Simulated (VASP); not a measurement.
## WC4 with TPSS + D4: from relaxation to properties

What structure does WC4 take at this level, and what are its properties? The steps: rough relaxation of the start cell, relaxing cell and atoms (TPSS + D4), second relaxation, single point with fields (TPSS + D4), bands along the symmetry lines (TPSS + D4), density of states (TPSS + D4) and zone-centre phonons (TPSS + D4). The cell is invented: other elements were put on sites of a known structure type. It may not be a known or stable phase.

Program: VASP 6.6.1. Level of theory: TPSS with D4; plane waves and PAW (W, C); invented cell. Results are calculated unless marked as measured.

## 1. The starting structure

Before any relaxation, the start is as follows. Symmetry: Immm, No. 71, orthorhombic system. Conventional cell: a = 3.367 Å, b = 5.567 Å, c = 6.432 Å, α = 90.00°, β = 90.00°, γ = 90.00°. W has 12 C at 2.46 to 2.60 Å nearest. Nearest to C lie 4 C at 2.01 to 2.17 Å and 3 W at 2.46 to 2.60 Å. Farther neighbours are not listed.

Structure file:

```xyz
5
Lattice="-1.6836 2.7837 3.2160 1.6836 -2.7837 3.2160 1.6836 2.7837 -3.2160" Properties=species:S:1:pos:R:3 pbc="T T T"
W     0.0000    0.0000    0.0000
C     1.6836    1.7075   -1.0027
C     0.0000    1.0762    4.2187
C     1.6836    1.7075    1.0027
C     0.0000    1.0762    2.2132
```

## 2. Rough relaxation of the start cell

The start is only an estimate, so a cheap relaxation brings it near a minimum before any careful run. TPSS is an older meta-GGA. A dispersion term adds the long-range attraction that semilocal functionals lack. D4 lets the coefficients depend on atomic charges too.

The input, INCAR:

```
SYSTEM = WC4
PREC = Normal
ENCUT = 520
EDIFF = 1E-05
NELM = 60
ISMEAR = -1
SIGMA = 0.05
LREAL = .FALSE.
ALGO = Normal
METAGGA = TPSS
IVDW = 13
LASPH = .TRUE.
NBANDS = 17
LORBIT = 11
LWAVE = .FALSE.
LCHARG = .FALSE.
KPAR = 2
IBRION = 2
NSW = 40
ISIF = 3
EDIFFG = -0.04
```

The input, POSCAR:

```
WC4
1.0
   -1.6835639000      2.7836814000      3.2159898200
    1.6835639000     -2.7836814000      3.2159898200
    1.6835639000      2.7836814000     -3.2159898200
W C
1 4
Direct
    0.0000000000      0.0000000000      0.0000000000
    0.1508000000      0.3441000100      0.8067000000
    0.8492000000      0.6558999900      0.1933000000
    0.4625999900      0.6558999900      0.8067000000
    0.5374000100      0.3441000100      0.1933000000
```

The input, KPOINTS:

```
Automatic mesh
0
Gamma
6 6 6
0 0 0
```

PAW data sets: W and C (PBE family, release 64).

Launch:

```sh
$ mpirun -np 2 vasp_std
```

Log:

```text
[banner, memory and clock lines left out]
running    2 mpi-ranks, on    1 nodes
 distrk:  each k-point on    1 cores,    2 groups
 distr:  one band on    1 cores,    1 groups

 POSCAR found type information on POSCAR W C
 POSCAR found :  2 types and       5 ions
|                                                                             |
|               ----> ADVICE to this user running VASP <----                  |
|                                                                             |
|     You enforced a specific xc type in the INCAR file but a different       |
|     [... a line on the potential file left out ...]
|     I HOPE YOU KNOW WHAT YOU ARE DOING!                                     |
|                                                                             |

 LDA part: xc-table for (None), standard interpolation
 POSCAR, INCAR and KPOINTS ok, starting setup
 FFT: planning ... GRIDC
 FFT: planning ... GRID_SOFT
 FFT: planning ... GRID
 WAVECAR not read
 entering main loop
       N       E                     dE             d eps       ncg     rms          rms(c)
DAV:   1     0.548891636947E+02    0.54889E+02   -0.10460E+04  1588   0.119E+03
DAV:   2    -0.399266077978E+02   -0.94816E+02   -0.92373E+02  1969   0.243E+02
DAV:   3    -0.465386661061E+02   -0.66121E+01   -0.63138E+01  2329   0.532E+01
DAV:   4    -0.466717558106E+02   -0.13309E+00   -0.13160E+00  2015   0.800E+00
DAV:   5    -0.466755476595E+02   -0.37918E-02   -0.37874E-02  2450   0.123E+00    0.175E+01
DAV:   6    -0.436166625187E+02    0.30589E+01   -0.66182E+01  2566   0.394E+01    0.777E+00
DAV:   7    -0.421514366878E+02    0.14652E+01   -0.19518E+01  2713   0.225E+01    0.612E+00
DAV:   8    -0.421280175365E+02    0.23419E-01   -0.12783E+00  2328   0.640E+00    0.101E+00
DAV:   9    -0.421330612713E+02   -0.50437E-02   -0.57854E-02  2039   0.165E+00    0.417E-01
DAV:  10    -0.421339561749E+02   -0.89490E-03   -0.47074E-03  2411   0.464E-01    0.151E-01
DAV:  11    -0.421341104397E+02   -0.15426E-03   -0.66978E-04  2016   0.154E-01    0.439E-02
DAV:  12    -0.421342802728E+02   -0.16983E-03   -0.59108E-04  1862   0.145E-01    0.187E-02
DAV:  13    -0.421342869470E+02   -0.66743E-05   -0.31338E-05  1804   0.400E-02
   1 F= -.43767927E+02 E0= -.43756590E+02  d E =-.437679E+02
 curvature:   0.00 expect dE= 0.000E+00 dE for cont linesearch  0.000E+00
 trial: gam= 0.00000 g(F)=  0.256E+00 g(S)=  0.904E+01 ort = 0.000E+00 (trialstep = 0.100E+01)
 search vector abs. value=  0.930E+01
 bond charge predicted
       N       E                     dE             d eps       ncg     rms          rms(c)
DAV:   1    -0.448889354651E+02   -0.27547E+01   -0.42306E+02  1564   0.187E+02    0.459E+01
DAV:   2    -0.456480395698E+02   -0.75910E+00   -0.13020E+01  2192   0.306E+01    0.263E+01
DAV:   3    -0.447040502313E+02    0.94399E+00   -0.43110E+00  1990   0.150E+01    0.537E+00
DAV:   4    -0.446303135496E+02    0.73737E-01   -0.30424E-01  2144   0.412E+00    0.137E+00
DAV:   5    -0.446310057792E+02   -0.69223E-03   -0.28517E-02  2111   0.117E+00    0.991E-01
DAV:   6    -0.446322711488E+02   -0.12654E-02   -0.42755E-03  1998   0.545E-01    0.213E-01
DAV:   7    -0.446321772600E+02    0.93889E-04   -0.10714E-03  2148   0.219E-01    0.117E-01
DAV:   8    -0.446321800965E+02   -0.28366E-05   -0.41880E-05  1912   0.634E-02
   2 F= -.47018706E+02 E0= -.47013064E+02  d E =-.325078E+01
[... from here on, the cycles between the ionic steps are left out ...]
   3 F= -.47939299E+02 E0= -.47930345E+02  d E =-.417137E+01
   4 F= -.47951620E+02 E0= -.47942409E+02  d E =-.418369E+01
   5 F= -.48770601E+02 E0= -.48764637E+02  d E =-.818981E+00
   6 F= -.49137192E+02 E0= -.49130612E+02  d E =-.118557E+01
   7 F= -.50238897E+02 E0= -.50233844E+02  d E =-.110171E+01
   8 F= -.50246901E+02 E0= -.50242872E+02  d E =-.110971E+01
   9 F= -.51228677E+02 E0= -.51221967E+02  d E =-.981777E+00
  10 F= -.51237785E+02 E0= -.51230515E+02  d E =-.990884E+00
  11 F= -.51661244E+02 E0= -.51654028E+02  d E =-.423460E+00
  12 F= -.52359300E+02 E0= -.52352923E+02  d E =-.112152E+01
  13 F= -.52370330E+02 E0= -.52365001E+02  d E =-.113255E+01
  14 F= -.52387594E+02 E0= -.52381763E+02  d E =-.114981E+01
  15 F= -.52618916E+02 E0= -.52613541E+02  d E =-.231322E+00
  16 F= -.52681662E+02 E0= -.52677266E+02  d E =-.294068E+00
  17 F= -.53069692E+02 E0= -.53066457E+02  d E =-.388030E+00
  18 F= -.53345872E+02 E0= -.53340042E+02  d E =-.664210E+00
  19 F= -.53346704E+02 E0= -.53340826E+02  d E =-.665042E+00
  20 F= -.53384526E+02 E0= -.53378163E+02  d E =-.378220E-01
  21 F= -.53386590E+02 E0= -.53380102E+02  d E =-.398858E-01
  22 F= -.53393594E+02 E0= -.53387956E+02  d E =-.700449E-02
  23 F= -.53402020E+02 E0= -.53398609E+02  d E =-.154302E-01
  24 F= -.53405001E+02 E0= -.53401850E+02  d E =-.298115E-02
  25 F= -.53410385E+02 E0= -.53407742E+02  d E =-.836542E-02
  26 F= -.53410999E+02 E0= -.53408483E+02  d E =-.897893E-02
  27 F= -.53414452E+02 E0= -.53412113E+02  d E =-.345333E-02
  28 F= -.53416752E+02 E0= -.53414654E+02  d E =-.575350E-02
  29 F= -.53417713E+02 E0= -.53415700E+02  d E =-.960808E-03
  30 F= -.53418252E+02 E0= -.53416351E+02  d E =-.149970E-02
 curvature:  -0.25 expect dE=-0.118E-03 dE for cont linesearch -0.544E-08
 trial: gam= 0.07481 g(F)=  0.327E-03 g(S)=  0.148E-03 ort =-0.137E-04 (trialstep = 0.217E+00)
 search vector abs. value=  0.521E-03
 bond charge predicted
       N       E                     dE             d eps       ncg     rms          rms(c)
DAV:   1    -0.514276760097E+02   -0.91505E-03   -0.22034E-03  1600   0.361E-01    0.297E-02
DAV:   2    -0.514276795863E+02   -0.35765E-05   -0.28275E-05  2234   0.435E-02
  31 F= -.53418343E+02 E0= -.53416453E+02  d E =-.907830E-04
 ZBRENT: can't locate minimum, use default step
 trial-energy change:   -0.000091  1 .order   -0.000092   -0.000103   -0.000081
 step:   0.8668(harm=  1.0477)  dis= 0.00182  next Energy=   -53.418500 (dE=-0.248E-03)
 reached required accuracy - stopping structural energy minimisation
```

Wall time 9.5 min (2 MPI ranks of Intel Xeon 6975P-C (Granite Rapids), shared host); peak memory 0.39 GiB; 19 min of CPU time.

The logs omit lines about the potential files and the build; timing stands in the text.

Parts of OUTCAR (step 2):

```text
ion  position               nearest neighbor table
   1  0.000  0.000  0.000-   2 2.46   3 2.46   5 2.46   4 2.46   2 2.60   3 2.60   4 2.60   5 2.60
                             5 2.60   4 2.60   3 2.60   2 2.60
   2  0.151  0.344  0.807-   4 2.01   1 2.46   1 2.60   1 2.60
   3  0.849  0.656  0.193-   5 2.01   1 2.46   1 2.60   1 2.60
   4  0.463  0.656  0.807-   2 2.01   1 2.46   1 2.60   1 2.60
   5  0.537  0.344  0.193-   3 2.01   1 2.46   1 2.60   1 2.60

  LATTYP: Found a body centered orthorhombic cell.
 ALAT       =     3.3671278000
 B/A-ratio  =     1.6534456459
 C/A-ratio  =     1.9102273576

 Subroutine GETGRP returns: Found  8 space group operations
 (whereof  8 operations were pure point group operations)

The static configuration has the point symmetry D_2h.

 Found     46 irreducible k-points:

   k-points           NKPTS =     46   k-points in BZ     NKDIM =     46   number of bands    NBANDS=     17

   dimension x,y,z NGX =    28 NGY =   28 NGZ =   28
   dimension x,y,z NGXF=    56 NGYF=   56 NGZF=   56

   ENCUT  =  520.0 eV  38.22 Ry    6.18 a.u.   8.51  8.51  8.51*2*pi/ulx,y,z

   NELECT =      22.0000    total number of electrons

 k-points in reciprocal lattice and weights: Automatic mesh
   0.00000000  0.00000000  0.00000000       0.005
   0.16666667  0.00000000 -0.00000000       0.019
   0.33333333 -0.00000000  0.00000000       0.019
   0.50000000  0.00000000  0.00000000       0.009
   0.00000000  0.16666667 -0.00000000       0.019
   0.16666667  0.16666667  0.00000000       0.037
   0.33333333  0.16666667  0.00000000       0.037
   0.50000000  0.16666667  0.00000000       0.037
  -0.33333333  0.16666667  0.00000000       0.037
[...]
-0.33333333 -0.33333333  0.33333333       0.009
   0.50000000  0.50000000  0.50000000       0.005

 average (electrostatic) potential at core
       1 -37.7576       2 -48.4484       3 -48.4484       4 -48.4484       5 -48.4484

 E-fermi :   9.9404

 k-point     1 :       0.0000    0.0000    0.0000
  band No.  band energies     occupation
    ...
      6       2.0853      2.00000
      7       3.6661      2.00000
      8       3.8422      2.00000
      9       4.1785      2.00000
     10       5.2811      2.00000
     11      11.2192      0.00000
     12      11.7917      0.00000
     13      11.8762      0.00000
     14      12.2713      0.00000
     15      12.4092      0.00000
    ...

 k-point     2 :       0.1667    0.0000   -0.0000
  band No.  band energies     occupation
    ...
      6       1.6914      2.00000
      7       3.0254      2.00000
      8       3.3760      2.00000
      9       4.2640      2.00000
     10       5.9290      2.00000
     11      11.0127      0.00000
     12      11.5965      0.00000
     13      11.6734      0.00000
     14      12.3661      0.00000
     15      12.7689      0.00000
    ...

 k-point     3 :       0.3333   -0.0000    0.0000
  band No.  band energies     occupation
    ...
      6       0.8988      2.00000
      7       1.8087      2.00000
      8       2.6574      2.00000
      9       4.0811      2.00000
     10       7.2726      2.00000
     11      10.9837      0.00000
     12      11.2227      0.00000
     13      11.8863      0.00000
     14      12.3611      0.00000
     15      12.9874      0.00000
    ...

  DFT-D4 for vdW energy calculation

  Edisp (eV):   -1.99066

  Total       0.06070     0.04638     0.03505    -0.00000     0.00000     0.00000
  in kB       2.35168     1.79683     1.35783    -0.00000     0.00000     0.00000
  external pressure =        1.84 kB  Pullay stress =        0.00 kB

  energy-cutoff  :      520.00
  volume of cell :       41.35
      direct lattice vectors                 reciprocal lattice vectors
    -1.307568450  3.541820171  2.232239857     0.000000000  0.141170352  0.223990266
     1.307568450 -3.541820171  2.232239857     0.382389159  0.000000000  0.223990266
     1.307568450  3.541820171 -2.232239857     0.382389159  0.141170352  0.000000000

 POSITION                                       TOTAL-FORCE (eV/Angst)
 -----------------------------------------------------------------------------------
      0.00000     -0.00000      0.00000        -0.000000     -0.000000      0.000000
      1.30757      1.79363     -0.73395         0.000000     -0.034031     -0.006385
     -0.00000      1.74819      2.96619        -0.000000      0.034031      0.006385
      1.30757      1.79363      0.73395         0.000000     -0.034031      0.006385
     -0.00000      1.74819      1.49829        -0.000000      0.034031     -0.006385
 -----------------------------------------------------------------------------------
    total drift:                               -0.000000     -0.000000      0.000000

  FREE ENERGIE OF THE ION-ELECTRON SYSTEM (eV)
  ---------------------------------------------------
  free  energy   TOTEN  =       -53.4183428244 eV

  energy  without entropy=      -53.4145638387  energy(sigma->0) =      -53.41645333

 reached required accuracy - stopping structural energy minimisation

 total charge
# of ion       s       p       d       tot
------------------------------------------
    1        0.528   0.630   4.630   5.788
    2        0.830   1.730   0.000   2.559
    3        0.830   1.730   0.000   2.559
    4        0.830   1.730   0.000   2.559
    5        0.830   1.730   0.000   2.559
--------------------------------------------------
tot          3.848   7.549   4.630  16.026

[... 3 further parts left out ...]
```

The k-mesh is coarse for a metal. This relaxation is a rough one on cheap settings, only to bring the start near its minimum. The PAW data sets were made with PBE, which is usual practice but a small mismatch for other functionals. After so large a change of volume the plane waves of the start cell no longer fit, so the final stress carries a basis-set error. Dispersion corrections of this kind ignore metallic screening and tend to overbind metals. The data set W keeps the semicore shell frozen, which is cheaper and a little less accurate. The run keeps the 8 symmetry operations of its start, so it cannot find a distortion of lower symmetry.

Step by step (22 of 31):

| step | energy less that of the first step (eV) | largest force (eV/Å) | pressure (GPa) | volume (Å³) |
| --- | --- | --- | --- | --- |
| 1 | 0.0000 | 1.1526 | -46.71 | 60.29 |
| 2 | -3.2508 | 3.3803 | 72.41 | 34.50 |
| 4 | -4.1837 | 3.0917 | 4.84 | 40.08 |
| 5 | -5.0027 | 2.7036 | 69.68 | 35.81 |
| 7 | -6.4710 | 3.1603 | 34.93 | 38.76 |
| 8 | -6.4790 | 4.1567 | 36.07 | 38.99 |
| 10 | -7.4699 | 2.1643 | -13.17 | 44.11 |
| 11 | -7.8933 | 1.6923 | -14.35 | 42.96 |
| 12 | -8.5914 | 1.8570 | 7.02 | 39.59 |
| 14 | -8.6197 | 1.3195 | 1.46 | 40.07 |
| 15 | -8.8510 | 1.7218 | 9.78 | 39.39 |
| 17 | -9.3018 | 1.7484 | 13.84 | 39.34 |
| 18 | -9.5779 | 0.3127 | 9.14 | 40.33 |
| 20 | -9.6166 | 0.2628 | 1.20 | 41.23 |
| 21 | -9.6187 | 0.2948 | -1.15 | 41.49 |
| 22 | -9.6257 | 0.2758 | -1.29 | 41.49 |
| 24 | -9.6371 | 0.3756 | -1.24 | 41.48 |
| 25 | -9.6425 | 0.2425 | -0.60 | 41.40 |
| 27 | -9.6465 | 0.0683 | -0.18 | 41.35 |
| 28 | -9.6488 | 0.1742 | 0.05 | 41.33 |
| 30 | -9.6503 | 0.0412 | 0.27 | 41.33 |
| 31 | -9.6504 | 0.0346 | 0.18 | 41.35 |

| cell as run | before | after | change |
| --- | --- | --- | --- |
| a (Å) | 4.574 | 4.386 | -4.1 % |
| b (Å) | 4.574 | 4.386 | -4.1 % |
| c (Å) | 4.574 | 4.386 | -4.1 % |
| α (°) | 136.81 | 145.31 | +6.2 % |
| β (°) | 105.03 | 72.29 | -31.2 % |
| γ (°) | 90.66 | 118.81 | +31.1 % |
| volume (Å³/atom) | 12.06 | 8.27 | -31.4 % |

The atoms that moved most (Å, as changes of fractional coordinates times the final cell):

| atom | dx | dy | dz | length |
| --- | --- | --- | --- | --- |
| C4 | 0.000 | -0.379 | 0.038 | 0.381 |
| C3 | 0.000 | 0.379 | 0.038 | 0.381 |
| C5 | 0.000 | 0.379 | -0.038 | 0.381 |
| C2 | 0.000 | -0.379 | -0.038 | 0.381 |

The relaxed structure:

```xyz
5
Lattice="-1.3076 3.5418 2.2322 1.3076 -3.5418 2.2322 1.3076 3.5418 -2.2322" Properties=species:S:1:pos:R:3 pbc="T T T"
W     0.0000    0.0000    0.0000
C     1.3076    1.7936   -0.7339
C     0.0000    1.7482    2.9662
C     1.3076    1.7936    0.7339
C     0.0000    1.7482    1.4983
```

Numbers from this step:

| Property | Result |
| --- | --- |
| electrons | 22 |
| bands | 17 |
| irreducible k-points | 46 |
| symmetry operations | 8 |
| free energy (TOTEN) | -53.4183 eV |
| energy at zero smearing | -53.4165 eV |
| Fermi energy | 9.940 eV |
| pressure | 0.1835 GPa |
| metallic | yes |
| SCF cycles over all ionic steps | 182 |

It ends with a largest force of 0.035 eV/Å and a pressure of 0.18 GPa.

[end of part 1 of 4]

[Lines on the potential files, build, host, timing and source positions are cut from VASP's logs without a mark.]

[Logs are printed without paths, hosts, clocks, repeated set-up lines and the standing remarks that a program may print on its own settings, such as how far it seeks lower states.]

[Hosts, paths, dates, database ids (printed as entryN), source tags and the programs' standing remarks are cut or masked in the printed files.]

[A measured line is paired with the nearest computed mode of its activity, which favours agreement.]
